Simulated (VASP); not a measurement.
These are LDA (Ceperley-Alder, Perdew-Zunger), VASP's LDA PAW potentials (set 64) (plane waves; VASP) values and carry that method's errors.

Input for VASP

File KPOINTS:
```
Automatic mesh
0
Gamma
8 8 8
0 0 0
```

### INCAR
```
# general
SYSTEM  = AgCl
PREC    = Accurate
ENCUT   = 400
LREAL   = .False.
LASPH   = .True.

# electronic loop
EDIFF   = 1E-6
NELM    = 100
ALGO    = Normal
LMAXMIX = 4

# smearing
ISMEAR  = 0
SIGMA   = 0.05

# ions
IBRION  = 2
NSW     = 60
ISIF    = 3
EDIFFG  = -0.01

# output
LWAVE   = .False.
LCHARG  = .False.
```

**POSCAR**
```
AgCl
1
    0.0000000000     2.7750000000     2.7750000000
    2.7750000000     0.0000000000     2.7750000000
    2.7750000000     2.7750000000     0.0000000000
Ag Cl
1 1
Direct
  0.0000000000   0.0000000000   0.0000000000
  0.5000000000   0.5000000000   0.5000000000
```

POTCAR, in this order: Ag Cl (LDA.64 set). Program: vasp_std.

Output

**OSZICAR**
```
       N       E                     dE             d eps       ncg     rms          rms(c)
DAV:   1     0.851351532233E+02    0.85135E+02   -0.77280E+03   810   0.100E+03
DAV:   2    -0.354867443669E+01   -0.88684E+02   -0.83226E+02   904   0.228E+02
DAV:   3    -0.684618881296E+01   -0.32975E+01   -0.32885E+01   869   0.467E+01
DAV:   4    -0.687216579448E+01   -0.25977E-01   -0.25975E-01   844   0.469E+00
DAV:   5    -0.687253839207E+01   -0.37260E-03   -0.37260E-03   884   0.551E-01    0.655E+00
DAV:   6    -0.671780092772E+01    0.15474E+00   -0.32725E-01   823   0.815E+00    0.436E+00
DAV:   7    -0.671162389161E+01    0.61770E-02   -0.70623E-02   759   0.213E+00    0.195E+00
DAV:   8    -0.670890461608E+01    0.27193E-02   -0.50325E-03   794   0.774E-01    0.272E-01
DAV:   9    -0.670878364828E+01    0.12097E-03   -0.40795E-04   869   0.325E-01    0.487E-02
DAV:  10    -0.670879422122E+01   -0.10573E-04   -0.39107E-05   834   0.565E-02    0.104E-02
DAV:  11    -0.670879443720E+01   -0.21598E-06   -0.45044E-07   482   0.862E-03
   1 F= -.67087944E+01 E0= -.67087944E+01  d E =-.670879E+01
       N       E                     dE             d eps       ncg     rms          rms(c)
DAV:   1    -0.939075626018E+01   -0.26820E+01   -0.44443E+01   754   0.730E+01    0.124E+01
DAV:   2    -0.692572385326E+01    0.24650E+01   -0.96772E+00   754   0.337E+01    0.295E+00
DAV:   3    -0.681231517437E+01    0.11341E+00   -0.25866E-01   764   0.498E+00    0.174E+00
DAV:   4    -0.680040863117E+01    0.11907E-01   -0.38920E-02   804   0.162E+00    0.991E-01
DAV:   5    -0.679786763936E+01    0.25410E-02   -0.26886E-03   849   0.501E-01    0.269E-01
DAV:   6    -0.679771921673E+01    0.14842E-03   -0.41564E-04   839   0.177E-01    0.350E-02
DAV:   7    -0.679771637430E+01    0.28424E-05   -0.14064E-05   799   0.299E-02    0.147E-02
DAV:   8    -0.679771793259E+01   -0.15583E-05   -0.72810E-07   558   0.101E-02    0.310E-03
DAV:   9    -0.679771791542E+01    0.17170E-07   -0.18310E-07   377   0.565E-03
   2 F= -.67977179E+01 E0= -.67977179E+01  d E =-.889235E-01
       N       E                     dE             d eps       ncg     rms          rms(c)
DAV:   1    -0.680605370507E+01   -0.83358E-02   -0.14502E-01   754   0.426E+00    0.620E-01
DAV:   2    -0.679861212718E+01    0.74416E-02   -0.21422E-02   754   0.184E+00    0.214E-01
DAV:   3    -0.679815084365E+01    0.46128E-03   -0.13684E-03   769   0.304E-01    0.142E-01
DAV:   4    -0.679810681831E+01    0.44025E-04   -0.56317E-05   809   0.702E-02    0.430E-02
DAV:   5    -0.679810269402E+01    0.41243E-05   -0.12405E-05   874   0.588E-02    0.605E-03
DAV:   6    -0.679810237249E+01    0.32153E-06   -0.37181E-06   719   0.258E-02
   3 F= -.67981024E+01 E0= -.67981024E+01  d E =-.893079E-01
```

**OUTCAR**
```
------------------------ aborting loop because EDIFF is reached ----------------------------------------
  FORCE on cell =-STRESS in cart. coord.  units (eV):
  Direction    XX          YY          ZZ          XY          YZ          ZX
  --------------------------------------------------------------------------------------
  Total        0.0067123      0.0067123      0.0067123      0.0000000      0.0000000     -0.0000000
  in kB        0.2804348      0.2804348      0.2804348      0.0000000      0.0000000     -0.0000000
  external PRESSURE =       0.2804348 kB  Pullay stress =       0.0000000 kB
  volume of cell :       38.35
      direct lattice vectors                 reciprocal lattice vectors
     0.000000000  2.676531830  2.676531830    -0.186808912  0.186808912  0.186808912
     2.676531830  0.000000000  2.676531830     0.186808912 -0.186808912  0.186808912
     2.676531830  2.676531830 -0.000000000     0.186808912  0.186808912 -0.186808912
  FREE ENERGIE OF THE ION-ELECTRON SYSTEM (eV)
  ---------------------------------------------------
  free  energy   TOTEN  =        -6.7981023725 eV

  energy  without entropy=       -6.7981023725  energy(sigma->0) =       -6.79810237

 reached required accuracy - stopping structural energy minimisation
```
(Selected blocks of OUTCAR.)

**CONTCAR**
```
AgCl
   1.00000000000000
     0.0000000000000000    2.6765318300491714    2.6765318300491714
     2.6765318300491714    0.0000000000000000    2.6765318300491714
     2.6765318300491714    2.6765318300491714   -0.0000000000000000
  Ag              Cl
     1     1
Direct
     0.0000000000000000    0.0000000000000000    0.0000000000000000
     0.5000000000000000    0.5000000000000000    0.5000000000000000
```

Energy and stress use the plane-wave basis of the starting cell.

The compound is AgCl in the rock salt structure. This run relaxes it. Symmetry was kept, so distortions that lower it aren't found.
